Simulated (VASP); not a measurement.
A VASP calculation is set up with these files.

### POSCAR
```
TiAl
1
    2.6742125682     0.0000000000     0.0000000000
    0.0000000000     2.6742125682     0.0000000000
    0.0000000000    -0.0000000000     3.8756521776
Ti Al
1 1
Direct
  0.0000000000   0.0000000000   0.0000000000
  0.5000000000   0.5000000000   0.5000000000
```

INCAR:
```
SYSTEM = TiAl
PREC = Accurate
ENCUT = 500
EDIFF = 1E-6
NELM = 100
ALGO = Normal
LREAL = .FALSE.
LASPH = .TRUE.
ISMEAR = 1
SIGMA = 0.1
GGA = PS
LMAXMIX = 4
LWAVE = .FALSE.
LCHARG = .FALSE.
IBRION = 2
ISIF = 3
NSW = 40
EDIFFG = -0.02
PSTRESS = 300
```

File KPOINTS:
```
Automatic mesh
0
Gamma
14 14 10
0 0 0
```

POTCAR, in this order: Ti_sv Al (PBE.64 set). Program: vasp_std.

Write an equivalent input for Quantum ESPRESSO's pw.x.

One equivalent input (not run):
```
&CONTROL
  calculation = 'vc-relax'
  pseudo_dir = './pseudo'
  outdir = './out'
  tprnfor = .true.
  tstress = .true.
  nstep = 40
  forc_conv_thr = 0.00078
/
&SYSTEM
  ibrav = 0
  nat = 2
  ntyp = 2
  ecutwfc = 84
  occupations = 'smearing'
  smearing = 'methfessel-paxton'
  degauss = 0.00735
  input_dft = 'pbesol'
/
&ELECTRONS
  conv_thr = 7.3e-08
  electron_maxstep = 100
/
&IONS
/
&CELL
  press = 300
/
ATOMIC_SPECIES
  Ti 47.867 Ti.upf
  Al 26.982 Al.upf
CELL_PARAMETERS angstrom
     2.6742126    0.0000000    0.0000000
     0.0000000    2.6742126    0.0000000
     0.0000000   -0.0000000    3.8756522
ATOMIC_POSITIONS crystal
  Ti   0.0000000  0.0000000  0.0000000
  Al   0.5000000  0.5000000  0.5000000
K_POINTS automatic
  14 14 10 0 0 0
```
What does not carry over: the potentials are each code's own (VASP's PAW set, PseudoDojo norm-conserving files in pw.x), so ENCUT and ecutwfc are chosen apart and not converted; conv_thr bounds pw.x's estimated SCF error, while EDIFF bounds the energy change between steps; forc_conv_thr acts on force components and is met together with etot_conv_thr.

The compound is TiAl in the L1_0 structure. This run relaxes it under an external pressure of 30 GPa. Symmetry was kept, so distortions that lower it aren't found.
